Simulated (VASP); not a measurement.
```
Au3Cu
1.0
    0.00000     2.00835     2.00835
    2.00835     0.00000     2.00835
    7.89102     7.89102     0.14239
Cu Au
1 3
Cartesian
  0.00000   0.00000   0.00000
  1.86837   1.86837   0.13998
  3.94551   3.94551   0.07120
  8.03100   8.03100   4.01912
```

All values below come from PBEsol GGA, VASP's PBE PAW potentials (set 64) (plane waves; VASP). Settings: 400 eV cut-off, 15×15×4 Γ-centred mesh, tetrahedra with Blöchl corrections, potentials Cu Au.

Unless said otherwise, spin-orbit coupling is left out, though it shifts the bands of the heavy elements here.

### Question
Tabulate the total density of states (states/eV per cell) against energy (eV; zero at the valence-band maximum or, without a gap, the Fermi level).

### Answer

```tsv
E (eV)	DOS (states/eV)
-9.92	0.01
-9.59	0.21
-9.26	0.24
-8.94	0.36
-8.50	0.51
-8.17	0.59
-7.84	0.77
-7.51	1.14
-7.18	2.79
-6.85	4.27
-6.52	5.84
-6.19	5.82
-5.75	4.80
-5.42	6.76
-5.09	8.13
-4.76	8.10
-4.43	7.38
-4.11	10.3
-3.78	5.16
-3.45	8.51
-3.01	7.22
-2.68	9.37
-2.35	7.24
-2.02	8.77
-1.69	12.1
-1.36	1.45
-1.03	1.37
-0.70	1.26
-0.26	1.23
0.07	1.28
0.40	1.10
0.72	1.14
1.05	1.08
1.38	1.02
1.71	0.99
2.04	0.96
2.48	0.98
2.81	1.06
3.14	0.73
3.47	1.59
```
Within 2 eV below the Fermi level the largest weight inside VASP's projection spheres is Cu d, then Au d.

The structure was generated: Au3Cu was put into an ordered model structure (R-3m), which need not be its known phase. It was relaxed first.
